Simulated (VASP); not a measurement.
ZnO: transverse stress against strain

ZnO (wurtzite, P6_3mc, 12.401 Å³/atom and stress up to 0.16 GPa in the relaxed cell, c along z) under an equal strain ε along x and y, with z held. PBE in VASP (plane waves, PAW), 600 eV, 12×12×6 Γ-centred mesh, Gaussian smearing 0.05 eV; ions are relaxed, or left where forces stay under 0.02 eV/Å, within the symmetry of each cell. Stress is positive for a compressed cell.

Here s stands for strain and y for stress zz.

```
strain (%)  stress zz (GPa)
----------  ---------------
-1.50                  3.03
-1.00                  1.93
-0.50                  0.88
0.00                  -0.16
0.50                  -1.00
1.00                  -1.82
1.50                  -2.61
3.00                      ?
```

**Question.** Using a straight line, estimate the missing y at s = 3.00 from the other rows, showing the fit.

**Answer.** Means: s 0, y 0.036. About the means, the sum of products is -13.150 and the sum of squares of s is 7.0000; the slope is their ratio. Least squares gives y = 0.036 - 1.8786·s. Residuals (row less fit): 0.176, 0.015, -0.095, -0.196, -0.097, 0.023, 0.172; standard error 0.154 (degrees of freedom: 5). The slope gives the elastic constant 2C13 = 188 ± 6 GPa (± standard error of the fit, which holds the terms cut off). At the withheld row, y = 0.036 - 1.8786 × 3.0 = -5.600 GPa. The calculation gives -4.69 GPa, 0.910 GPa above the prediction (11.8 % of the range of y in the table). The row lies outside the fitted rows, so this is an extrapolation. From the scatter of the fitted rows alone, a prediction at this place has a standard error of 0.240 GPa, so the miss is 3.8 times that.

A polynomial of degree 2 through the 12 other runs of the series gives -4.62 there, so most of the miss is curvature that the fit leaves out. Rows are the converged runs of the series near zero and its far end; series whose fitted rows scatter by over a few per cent of the range, as at a crossing or softening among them, aren't shown in this form, nor equations of state whose B0' disagrees with the runs' pressures. Most that stay on the fit to the last digits aren't either.
